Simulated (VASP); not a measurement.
Data:

```
Hf
1.0
    1.60046    -2.77208     0.00000
    1.60046     2.77208     0.00000
    0.00000     0.00000     5.05871
Hf
2
Direct
  0.33333   0.66667   0.25000
  0.66667   0.33333   0.75000
```

The numbers are results of PBE GGA, VASP's PBE PAW potentials (set 64) (plane waves; VASP), not measurements. Run with 480 eV cut-off, 12×12×8 Γ-centred mesh, first-order Methfessel-Paxton smearing of 0.10 eV, potentials Hf_pv.

Energy and stress use the plane-wave basis of the starting cell.

The ions, cell shape and volume at an external pressure of 30.0 GPa are relaxed. Which structure does the run end with?

```
Hf
1.0
    1.49456    -2.58866     0.00000
    1.49456     2.58866     0.00000
    0.00000     0.00000     4.75695
Hf
2
Cartesian
  1.49456   0.86289   1.18924
  1.49456  -0.86289   3.56771
```
Space group P6_3/mmc (194), at a tolerance of 0.03 Å.

How do energy and volume change from the first to the last step?

The energy (σ→0) changes by +326.9 meV/atom and the volume by -18.0 %, in 10 ionic steps.

The compound is Hf in the hcp structure. This run relaxes it under an external pressure of 30 GPa. Symmetry was kept, so distortions that lower it aren't found.
